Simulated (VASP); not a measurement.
An input for Ansatz (written as the equivalent of a VASP run, and not itself run):

Ansatz 0.2 input:
```yaml
crystal:
  lattice:
    - [2.5208135, 0.0000000, 0.0000000]
    - [-1.2604068, 2.1830884, 0.0000000]
    - [0.0000000, 0.0000000, 4.1699004]
  atoms:
    - { symbol: B, position: [0.3333330, 0.6666670, 0.0003289] }
    - { symbol: B, position: [0.6666670, 0.3333330, 0.5003289] }
    - { symbol: N, position: [0.3333330, 0.6666670, 0.3746711] }
    - { symbol: N, position: [0.6666670, 0.3333330, 0.8746711] }
kpoints:
  mp_grid: { grid: [10, 10, 5] }
hamiltonian:
  xc: pbesol
  pseudopotentials: { kind: paw }
scf:
  occupations: { method: gaussian, width: 0.05 }
  max_iter: 100
relax:
  max_steps: 40
  f_tol: 0.02
  cell: { p_target: 20 }
output: { forces: true, stress: true, eigenvalues: true }
```

Problem. Translate this input to VASP (INCAR, KPOINTS, POSCAR, choice of POTCAR).

Solution. Several could match; the one computed here: 
INCAR:
```
EDIFF = 1E-6
EDIFFG = -0.02   # ionic stop
GGA = PS
SYSTEM = BN
IBRION = 2   # conjugate gradients
PSTRESS = 200
PREC = Accurate
LREAL = .FALSE.
NSW = 40
SIGMA = 0.05   # width (eV)
LCHARG = .FALSE.
LWAVE = .FALSE.
NELM = 100
LASPH = .TRUE.   # aspherical one-centre terms
ENCUT = 620   # plane-wave cut-off (eV)
ISMEAR = 0
ISIF = 3   # ions, shape and volume
ALGO = Normal
```

File KPOINTS:
```
Automatic mesh
0
Gamma
 10 10 5
```

**POSCAR**
```
BN
1
    2.5208135457     0.0000000000     0.0000000000
   -1.2604067728     2.1830883656     0.0000000000
    0.0000000000     0.0000000000     4.1699004204
B N
2 2
Direct
  0.3333330000   0.6666670000   0.0003289433
  0.6666670000   0.3333330000   0.5003289433
  0.3333330000   0.6666670000   0.3746710567
  0.6666670000   0.3333330000   0.8746710567
```

POTCAR, in this order: B N (PBE.64 set). Program: vasp_std.

The two are equivalent in intent, not identical: each code has its own PAW files, so the cut-off isn't converted (ENCUT is set for VASP's; basis.ecutwfc is left out, and Ansatz then takes the one that its files recommend); Ansatz stops its SCF on the density residual and VASP on the energy change (EDIFF).

The structure was generated: BN was put into the wurtzite type (P6_3mc), which need not be its known phase. This run relaxes it under an external pressure of 20 GPa. Symmetry was kept, so distortions that lower it aren't found.
